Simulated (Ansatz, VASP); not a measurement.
# Ta: VASP beside Ansatz

Aim: how closely do two programs agree when they are given the same cell, functional and k mesh? Of the first pair: The structure shown is the start of the Ansatz relaxation below; VASP solves that cell, so the two are compared at the walk's first step.

Method: plane waves, with VASP 6.6.1 beside it; single point at PBEsol, in Ansatz 0.2.0.

### Step 1. The starting structure

The cell holds 3 atoms: 3 Ta. Its edges and angles: a = 3.300 Å, b = 3.300 Å, c = 30.400 Å, α = 90.0°, β = 90.0°, γ = 90.0°. It derives from Ta. Vacuum lies along c. The height across the vacuum is the one that the program set for its solve, not the one typed.

### Step 2. Ansatz: relaxation, PBEsol

Ansatz runs on its PAW soft_1 files.

The two programs are compared at the cell with which this relaxation starts, whose forces are those of its first step.

Input file input.yaml:

```yaml
crystal:
  lattice:
    - [3.3, 0.0, 0.0]
    - [0.0, 3.3, 0.0]
    - [0.0, 0.0, 16.3]
  atoms:
    - { symbol: Ta, position: [0.0, 0.0, 0.398773] }
    - { symbol: Ta, position: [0.5, 0.5, 0.5] }
    - { symbol: Ta, position: [0.0, 0.0, 0.601227] }
  periodic: [true, true, false]
kpoints:
  mp_grid: { grid: [6, 6, 1] }
hamiltonian:
  xc: pbesol
  pseudopotentials: { kind: paw, azcp: { folder: soft_1 }, xc_functional: pbe }
scf:
  occupations: { method: gaussian, width: 0.1 }
output:
  forces: true
  stress: true
  eigenvalues: true
relax:
  adjacent_minimum: "off"
  f_tol: 0.05
  max_steps: 80
  cell: { stress_2d_tol: 0.02 }
```

Run with:

```console
> ansatz run input.yaml --threads 4 --pin off --max-ram 16384MiB --backend cpu --events-out ev --progress --plain --runs-dir out
```

Numbers of over 12 decimals in the logs are rounded to 6 here.

What it wrote:

```text
Warning: crystal.periodic: the lattice vector that does not repeat stood 0.000° off the slab's normal, 16.300 Å along it as the deck builds it. The run solves the slab on a vector along the normal, 30.400 Å long, with every atom where it was (on the deck's vector they left 13.00 Å outside them, and the widest stretch free of ions among them is 1.65 Å). A fractional position that the run reports is one of the run's ce [...]
The last accepted step is kept in <dir> (removed where the run ends without a failure and the disk answers)
crystal.periodic: the lattice vector that does not repeat stood 0.000° off the slab's normal, 16.300 Å along it as the deck builds it. The run solves the slab on a vector along the normal, 30.400 Å long, with every atom where it was (on the deck's vector they left 13.00 Å outside them, and the widest stretch free of ions among them is 1.65 Å). A fractional position that the run reports is one of the run's cell, which [...]
Engine: ansatz 0.2.0, aarch64-unknown-linux-gnu
Pseudopotentials: kind: paw
Pseudopotential: Ta, paw, valence charge 13, recommended cutoff 420 eV (normal), soft_1/Ta.paw.azcp
Functional definition: PBEsol
  exchange = pbesol_x
  correlation = pbesol_c
Crystal: 3 atoms, lattice volume = 331.056 Å³
Basis set: ecut = 420 eV, 6525 PW (Γ), exchange–correlation on 48×48×432 points (8 copies of the dense FFT grid, shifted against one another)
Bands: 24, of which v1, the nominal top of the filled ones, is band 20 counted from 1 (19 counted from 0)
Symmetry: 16 space group operations
Space group: P4/mmm (ITA 123), of the structure as read, at distance tolerance 6.9e-5 Å
k-points: 10 of 36
Non-local potential: Ta, projectors of the file, l = 0: 3, l = 1: 2, l = 2: 2, l = 3: 1
PAW form: soft (Blöchl's): semilocal exchange-correlation on the pseudo side does not see the compensation charge
PAW frozen core: Ta, regenerated for the run's functional, and the local potential with it (the file was generated under x = pbe(κ = 0.804, μ = 0.219515), c = pbe(β = 0.066725))
PAW one-centre angular grid: Ta, 590 points (default); XC on 64 Gauss nodes
Initial density: superposition of atomic densities (neutral atoms: chi_scale 0, normalization atom)
Initial wavefunctions: pseudopotential atomic-orbital guess
Functional: x = pbesol(κ = 0.804, μ = 0.123457), c = pbesol(β = 0.046)
SCF iter   1: F=—  HF=-29421.763796 eV  |F-HF|=—  |Δ(HF+E_count)|=         —  Δρ=3.50e-2  dr2=2.65e1  ethr=3.10e-3  ⟨swp⟩=10.9  Hψ=1633  notcnv=0
preconditioner: auto → LDOS  [metal: Δε(μ)=0.086 eV  Ē_g=4.195 eV  σ=0.100 eV  W_gap=0.46  n_scr=22 (ndim 8)  ℏωp=7.9 eV  f_vac=0.731  D(μ)=2.67/eV (n_scr^D=10)  β→1.0]
SCF iter   2: F=—  HF=-29423.276224 eV  |F-HF|=—  |Δ(HF+E_count)|=    1.51e0  Δρ=4.57e-2  dr2=6.32e1  ethr=3.10e-3  ⟨swp⟩=7.3  Hψ=826  notcnv=0  defer=4  recentre
SCF iter   3: F=—  HF=-29418.287693 eV  |F-HF|=—  |Δ(HF+E_count)|=    4.99e0  Δρ=1.24e-2  dr2=3.36e0  ethr=3.10e-3  ⟨swp⟩=5.5  Hψ=787  notcnv=0  defer=1
[...]
SCF iter   5: F=-29418.593659 eV  HF=-29418.593659 eV  |F-HF|=1.58e-7  |Δ(HF+E_count)|=   2.65e-7  Δρ=3.89e-6  dr2=5.89e-8  ethr=4.16e-10  ⟨swp⟩=9.6  Hψ=1788  notcnv=0
SCF 4 converged in 5 iterations: F = -29418.593659 eV  dr2 = 5.89e-8
relax step   4: F+E_penalty+E_count = -29418.59365883 eV  Δ(F+E_penalty+E_count) = -5.941e-4 eV  max|allowed force component| = 3.404e-2 eV/Å  Δτ_max = 0.0090 Å  P = +0.047 N/m  Ω = 314.584 Å³  energy of the carried Pulay correction = +4.475e-4 eV  fix = [c, alpha, beta]  reactions: c +0.000 N/m  (5 SCF iters, dr2 threshold 1.62e-7 eV, accepted)
[...]
relax step   5: F+E_penalty+E_count = -29418.59373616 eV  Δ(F+E_penalty+E_count) = -7.733e-5 eV  max|allowed force component| = 4.082e-3 eV/Å  Δτ_max = 0.0023 Å  P = +0.029 N/m  Ω = 314.387 Å³  energy of the carried Pulay correction = +4.530e-4 eV  fix = [c, alpha, beta]  reactions: c +0.000 N/m  (6 SCF iters, dr2 threshold 3.12e-9 eV, accepted)
[...]
relax step   6: F+E_penalty+E_count = -29418.59373667 eV  Δ(F+E_penalty+E_count) = -5.118e-7 eV  max|allowed force component| = 1.414e-5 eV/Å  Δτ_max = 0.0001 Å  P = +0.001 N/m  Ω = 314.451 Å³  energy of the carried Pulay correction = +4.512e-4 eV  fix = [c, alpha, beta]  reactions: c +0.000 N/m  (5 SCF iters, dr2 threshold 1.21e-9 eV, accepted)
[...]
relax step   7: F+E_penalty+E_count = -29418.59324968 eV  Δ(F+E_penalty+E_count) = +4.870e-4 eV  max|allowed force component| = 1.561e-4 eV/Å  Δτ_max = 0.0000 Å  P = +0.001 N/m  Ω = 314.451 Å³  fix = [c, alpha, beta]  reactions: c +0.000 N/m  stress off target by 9.35e-4 N/m on what of the cell is left free  SCF on the basis re-selected at this cell (its energy is not comparable with the rows above)  (7 SCF iters)
basis re-selected at this cell: Δ(F+E_penalty+E_count) = +4.870e-4 eV, ΔP = +0.000 N/m vs the last step (what re-selecting the basis moved, of the pressure what is left beyond the Pulay correction that the steps carried, after the strain that the cell walked since its last selection, with what the two solves' SCF thresholds leave and, on support functions, any second-order correction that the steps lacked; it is no m [...]
SCF converged after 7 iterations
Free energy (F): -29418.593250 eV
Harris-Foulkes:  -29418.593250 eV  (|F-HF|=3.27e-11)
Internal energy: -29418.585771 eV  (E = F + TS)
E sigma→0 (E₀):  -29418.589510 eV
Entropy (-TS):   -0.007479 eV (-2.493 meV/atom)
Fermi energy:    -3.693645 eV
--- Per-component energies (eV) ---
  E_band       = -1204.344285
  E_kinetic    = 1183.400329
  E_local      = -83154.047075  (includes V_loc(G=0)·N_el)
  E_nonlocal   = -25.449117
  E_hartree    = 40902.256062
  E_xc         = -954.811353
  E_vxc        = -698.225485  (∫ρ·V_xc dr)
  E_paw        = -24543.776418  (= ΣΔE_a)
  E_vpaw       = -314.535268  (= ΣTr[D̂ρ^β])
  E_aug_tail   = 0.000291  (compensation charges beyond the density's cutoff)
  E_ewald      = 37173.200372
  E_core_change = 0.641138  (= ΣΔE_core)
  E_smearing   = -0.007479  (= −TS)
  E_closure    = -0.000000  (closes the sum)
  Σ components = -29418.593250   (vs F -29418.593250, Δ=0.00e0)
--- Forces (eV/Å), atoms counted from 1 ---
  atom   1  Ta     0.00000000     0.00000000    -0.00015613
  atom   2  Ta     0.00000000     0.00000000     0.00000000
  atom   3  Ta     0.00000000     0.00000000     0.00015613
  max |Σ_I F_I| component: 7.89e-30 eV/Å
--- 2D stress c σ (N/m, compression-positive) ---
        0.000935       0.000000       0.000000
        0.000000       0.000935       0.000000
        0.000000       0.000000       0.000000
  P = ½ c Tr σ = 0.0009 N/m
--- Band table (eV; the first three rows and the last of 10) ---
  k-point 0: bands = [... 16 lower, -5.4302, -4.1346, -3.6850, -3.4329, -3.2449, -3.2449, -2.8220, -2.8220]
  k-point 1: bands = [... 16 lower, -5.2883, -4.7045, -4.4410, -3.8192, -3.4940, -2.8153, -2.4740, -2.1527]
  k-point 2: bands = [... 16 lower, -5.3127, -4.9755, -4.8002, -4.4611, -2.8247, -2.4352, -2.3714, -1.5731]
  k-point 9: bands = [... 16 lower, -5.4727, -5.1582, -5.1582, -2.2417, -2.2417, -1.1694, -0.9449, -0.8505]
--- Relaxed structure (6 steps of the walk, 6 accepted, 1 SCFs on fresh bases) ---
  F+E_penalty+E_count = -29418.59324968 eV   max|allowed force component| = 1.561e-4 eV/Å   (the final SCF, on the basis selected at the relaxed cell)
  cell:  # Å, volume = 314.4511 Å³
    - [3.216176, 0, 0.0]
    - [0, 3.216176, 0.0]
    - [0.0, 0.0, 30.4000004]
  atoms:
    - { symbol: Ta, position: [0, 0, 0.219700] }
    - { symbol: Ta, position: [0.5, 0.5, 0.268092] }
    - { symbol: Ta, position: [0, 0, 0.316485] }
```

### Step 3. VASP: single point, PBEsol, start cell, pair 1

The same cell, functional, mesh and smearing now go to VASP, with its own data sets.

Lines of VASP's logs that name or quote its potential files are left out, and so is its time.

Input file INCAR:

```
SYSTEM = Ta
PREC = Accurate
ENCUT = 400
EDIFF = 1E-06
NELM = 120
ISMEAR = 0
SIGMA = 0.1
LREAL = .FALSE.
ALGO = Normal
GGA = PS
NBANDS = 22
LASPH = .TRUE.
LORBIT = 11
LWAVE = .FALSE.
LCHARG = .FALSE.
ISIF = 2
LDIPOL = .TRUE.
IDIPOL = 3
DIPOL = 0.5 0.5 0.268
LVHAR = .TRUE.
GGA_COMPAT = .FALSE.
NELMDL = -8
KPAR = 2
```

Input file POSCAR:

```
Ta
1.0
    3.3000000000      0.0000000000      0.0000000000
    0.0000000000      3.3000000000      0.0000000000
    0.0000000000      0.0000000000     30.4000000000
Ta
3
Direct
    0.0000000000      0.0000000000      0.2138157895
    0.5000000000      0.5000000000      0.2680921053
    0.0000000000      0.0000000000      0.3223684211
```

Input file KPOINTS:

```
Automatic mesh
0
Gamma
6 6 1
0 0 0
```

PAW data sets: Ta_pv (PBE family, release 64).

Run with:

```console
> mpirun -np 2 vasp_std
```

What it wrote:

```text
[banner, memory and clock lines left out]
running    2 mpi-ranks, on    1 nodes
 distrk:  each k-point on    1 cores,    2 groups
 distr:  one band on    1 cores,    1 groups

 POSCAR found type information on POSCAR Ta
 POSCAR found :  1 types and       3 ions
|                                                                             |
|               ----> ADVICE to this user running VASP <----                  |
|                                                                             |
|     You enforced a specific xc type in the INCAR file but a different       |
|     [... a line on the potential file left out ...]
|     I HOPE YOU KNOW WHAT YOU ARE DOING!                                     |
|                                                                             |

 LDA part: xc-table for (Slater+PW92), standard interpolation
 POSCAR, INCAR and KPOINTS ok, starting setup
 FFT: planning ... GRIDC
 FFT: planning ... GRID_SOFT
 FFT: planning ... GRID
 WAVECAR not read
 entering main loop
       N       E                     dE             d eps       ncg     rms          rms(c)
DAV:   1     0.146683435877E+03    0.14668E+03   -0.15854E+04   680   0.919E+02
DAV:   2    -0.254785472381E+02   -0.17216E+03   -0.16353E+03   518   0.241E+02
DAV:   3    -0.371884442669E+02   -0.11710E+02   -0.11045E+02   538   0.515E+01
DAV:   4    -0.377931543021E+02   -0.60471E+00   -0.59581E+00   614   0.103E+01
DAV:   5    -0.378034941203E+02   -0.10340E-01   -0.10316E-01   604   0.135E+00
DAV:   6    -0.378040266439E+02   -0.53252E-03   -0.53244E-03   610   0.245E-01
DAV:   7    -0.378040393742E+02   -0.12730E-04   -0.12728E-04   612   0.374E-02
DAV:   8    -0.378040402400E+02   -0.86581E-06   -0.86575E-06   484   0.721E-03    0.201E+01
DAV:   9    -0.346267991276E+02    0.31772E+01   -0.29815E+01   566   0.351E+01    0.959E+00
DAV:  10    -0.342152787956E+02    0.41152E+00   -0.14630E+01   518   0.186E+01    0.555E+00
DAV:  11    -0.333223155831E+02    0.89296E+00   -0.55750E+00   546   0.147E+01    0.718E-01
DAV:  12    -0.333284256560E+02   -0.61101E-02   -0.27110E-01   572   0.330E+00    0.377E-01
DAV:  13    -0.333246178214E+02    0.38078E-02   -0.19308E-02   548   0.741E-01    0.186E-01
DAV:  14    -0.333248296631E+02   -0.21184E-03   -0.28664E-03   608   0.324E-01    0.815E-02
[...]
DAV:  20    -0.333279163780E+02   -0.79610E-04   -0.10883E-05   400   0.121E-02    0.246E-03
DAV:  21    -0.333279435108E+02   -0.27133E-04   -0.18685E-06   388   0.481E-03    0.154E-03
DAV:  22    -0.333279670138E+02   -0.23503E-04   -0.18161E-06   358   0.340E-03    0.695E-04
DAV:  23    -0.333279700698E+02   -0.30559E-05   -0.12041E-07   314   0.234E-03    0.421E-04
DAV:  24    -0.333279768900E+02   -0.68202E-05   -0.39776E-07   322   0.117E-03    0.300E-04
DAV:  25    -0.333279784699E+02   -0.15800E-05   -0.77281E-08   280   0.188E-03    0.333E-04
DAV:  26    -0.333279797530E+02   -0.12831E-05   -0.47908E-08   294   0.115E-03    0.154E-04
DAV:  27    -0.333279803691E+02   -0.61606E-06   -0.35714E-08   288   0.678E-04
   1 F= -.33327980E+02 E0= -.33317123E+02  d E =-.217154E-01
```

From OUTCAR (step 3):

```text
ion  position               nearest neighbor table
   1  0.000  0.000  0.214-   2 2.86   2 2.86   2 2.86   2 2.86   3 3.30
   2  0.500  0.500  0.268-   1 2.86   1 2.86   1 2.86   1 2.86   3 2.86   3 2.86   3 2.86   3 2.86

  LATTYP: Found a simple tetragonal cell.
 ALAT       =     3.3000000000
 C/A-ratio  =     9.2121212121

 Subroutine GETGRP returns: Found 16 space group operations
 (whereof  8 operations were pure point group operations)

The static configuration has the point symmetry C_4v.
 The point group associated with its full space group is D_4h.

 Found     10 irreducible k-points:

   k-points           NKPTS =     10   k-points in BZ     NKDIM =     10   number of bands    NBANDS=     22

   dimension x,y,z NGX =    24 NGY =   24 NGZ =  200
   dimension x,y,z NGXF=    48 NGYF=   48 NGZF=  400

   ENCUT  =  400.0 eV  29.40 Ry    5.42 a.u.   5.38  5.38 49.57*2*pi/ulx,y,z

   NELECT =      33.0000    total number of electrons

 k-points in reciprocal lattice and weights: Automatic mesh
   0.00000000  0.00000000  0.00000000       0.028
   0.16666667  0.00000000  0.00000000       0.111
   0.33333333  0.00000000  0.00000000       0.111
   0.50000000  0.00000000  0.00000000       0.056
   0.16666667  0.16666667  0.00000000       0.111
   0.33333333  0.16666667  0.00000000       0.222
   0.50000000  0.16666667  0.00000000       0.111
   0.33333333  0.33333333  0.00000000       0.111
   0.50000000  0.33333333  0.00000000       0.111
   0.50000000  0.50000000  0.00000000       0.028

 dipolmoment           0.000000      0.000000      0.000002 electrons x Angstroem

 average (electrostatic) potential at core
       1 -45.1346       2 -44.1421       3 -45.1346

 E-fermi :  -2.1538

 k-point     1 :       0.0000    0.0000    0.0000
  band No.  band energies     occupation
    ...
     12      -5.7060      2.00000
     13      -5.6288      2.00000
     14      -3.6622      2.00000
     15      -2.5320      2.00000
     16      -2.2283      1.70753
     17      -1.9029      0.00039
     18      -1.9029      0.00039
     19      -1.2726      0.00000
     20      -1.1152      0.00000
     21      -1.1152      0.00000
    ...

 k-point     2 :       0.1667    0.0000    0.0000
  band No.  band energies     occupation
    ...
     14      -3.5727      2.00000
     15      -2.9121      2.00000
     16      -2.2642      1.88160
     17      -2.1748      1.23322
     18      -2.1090      0.52596
     19      -1.5851      0.00000
     20      -1.0898      0.00000
     21      -0.5593      0.00000
     22      -0.1271      0.00000

 k-point     3 :       0.3333    0.0000    0.0000
  band No.  band energies     occupation
    ...
     13      -4.0533      2.00000
     14      -3.0687      2.00000
     15      -3.0415      2.00000
     16      -2.8392      2.00000
     17      -2.8319      2.00000
     18      -1.9605      0.00627
     19      -1.0803      0.00000
     20      -0.9547      0.00000
     21      -0.4870      0.00000
     22      -0.0055      0.00000

  Total       -7.7213870     -7.7213870     -8.0021695      0.0000000      0.0000000      0.0000000
  in kB      -37.3683946    -37.3683946    -38.7272684      0.0000000      0.0000000      0.0000000
  external PRESSURE =     -37.8213525 kB  Pullay stress =       0.0000000 kB

  energy-cutoff  :      400.00
  volume of cell :      331.06
      direct lattice vectors                 reciprocal lattice vectors
     3.300000000  0.000000000  0.000000000     0.303030303  0.000000000  0.000000000
     0.000000000  3.300000000  0.000000000     0.000000000  0.303030303  0.000000000
     0.000000000  0.000000000 30.400000000     0.000000000  0.000000000  0.032894737

 POSITION                                       TOTAL-FORCE (eV/Angst)
 -----------------------------------------------------------------------------------
      0.00000      0.00000      6.50000         0.000000      0.000000      2.415353
      1.65000      1.65000      8.15000         0.000000      0.000000     -0.000000
      0.00000      0.00000      9.80000        -0.000000     -0.000000     -2.415353
 -----------------------------------------------------------------------------------
    total drift:                                0.000000     -0.000000      0.000046

  FREE ENERGIE OF THE ION-ELECTRON SYSTEM (eV)
  ---------------------------------------------------
  free  energy   TOTEN  =       -33.3279803691 eV

  energy  without entropy=      -33.3062649962  energy(sigma->0) =      -33.31712268

 vacuum level on the upper side and lower side of the slab         1.728         1.728

 total charge
# of ion       s       p       d       tot
------------------------------------------
    1        0.361   6.063   2.277   8.700
    2        0.375   6.149   2.399   8.924
    3        0.361   6.063   2.277   8.700
--------------------------------------------------
tot          1.097  18.275   6.952  26.324

[... 3 further parts left out ...]
```

The run ends at a pressure of -3.78 GPa, with forces up to 2.4 eV/Å.

### Step 4. Side by side

Known differences besides the potentials themselves: Ansatz cuts the interaction across the vacuum, VASP repeats the sheet with a dipole correction; the data sets hold 39 valence electrons in Ansatz (on its PAW soft_1 files) and 33 in VASP; the cutoff is 420 eV in Ansatz and 400 eV in VASP; Ansatz makes its cores anew for this functional, VASP keeps those of its PBE data sets. Total energies have different zeros and are not compared.

Forces (eV/Å; atoms numbered as in POSCAR):

```csv
atom,"Ansatz x, y, z","VASP x, y, z"
Ta1,"0.000, 0.000, 2.420","0.000, 0.000, 2.415"
Ta2,"0.000, 0.000, 0.000","0.000, 0.000, 0.000"
Ta3,"0.000, 0.000, -2.420","0.000, 0.000, -2.415"
```

The forces differ by 2.1 meV/Å r.m.s., which is 0.2 % of the r.m.s. force of 1.139 eV/Å (both taken over all components). With vacuum in the cell, a pressure given here is an average over mostly empty space and none of the material.

### Step 5. Ansatz: relaxation, PBEsol

This run makes the geometry at which the two programs are then compared.

The structure compared here is the end of the Ansatz relaxation.

input.yaml is that of step 2.

Run with:

```console
> ansatz run input.yaml --threads 4 --pin off --max-ram 16384MiB --backend cpu --events-out ev --progress --plain --runs-dir out
```

What it wrote:

```text
[...]
Crystal: 3 atoms, lattice volume = 331.056 Å³
Basis set: ecut = 420 eV, 6525 PW (Γ), exchange–correlation on 48×48×432 points (8 copies of the dense FFT grid, shifted against one another)
Bands: 24, of which v1, the nominal top of the filled ones, is band 20 counted from 1 (19 counted from 0)
Symmetry: 16 space group operations
[...]
k-point 9: bands = [... 16 lower, -5.4727, -5.1582, -5.1582, -2.2417, -2.2417, -1.1694, -0.9449, -0.8505]
--- Relaxed structure (6 steps of the walk, 6 accepted, 1 SCFs on fresh bases) ---
[...]
cell:  # Å, volume = 314.4511 Å³
    - [3.216176, 0, 0.0]
    - [0, 3.216176, 0.0]
    - [0.0, 0.0, 30.4000004]
  atoms:
    - { symbol: Ta, position: [0, 0, 0.219700] }
    - { symbol: Ta, position: [0.5, 0.5, 0.268092] }
    - { symbol: Ta, position: [0, 0, 0.316485] }
[key lines of the parts left out:]
SCF converged after 7 iterations
Free energy (F): -29418.593250 eV
Fermi energy:    -3.693645 eV
P = ½ c Tr σ = 0.0009 N/m
```

[end of part 1 of 2]

[Lines on the potential files, build, host, timing and source positions are cut from VASP's logs without a mark.]

[Logs are printed without paths, hosts, clocks, repeated set-up lines and the standing remarks that a program may print on its own settings, such as how far it seeks lower states.]

[Hosts, paths, dates, database ids (printed as entryN), source tags and the programs' standing remarks are cut or masked in the printed files.]
